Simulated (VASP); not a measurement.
Data:

```
HfC
1.0
    0.00000     2.30680     2.30680
    2.30680     0.00000     2.30680
    2.30680     2.30680     0.00000
Hf C
1 1
Direct
  0.00000   0.00000   0.00000
  0.50000   0.50000   0.50000
```

All values below come from SCAN meta-GGA, VASP's PBE PAW potentials (set 64) (plane waves; VASP). Settings: 520 eV cut-off, 15×15×15 Γ-centred mesh, tetrahedra with Blöchl corrections, potentials Hf_pv C.

Unless said otherwise, spin-orbit coupling is left out, though it shifts the bands of the heavy elements here.

### Question
Estimate the energy per atom (σ→0), band gap (over mesh and band path) with the smallest direct gap where there is one.

### Answer

- band gap (over mesh and band path) = none (metal, semimetal or under 0.01 eV)
- energy per atom (σ→0) = -37.479 eV/atom

Total energies compare only between runs with the same potentials, cut-off and functional.

The compound is HfC in the rock salt structure. It was relaxed first.
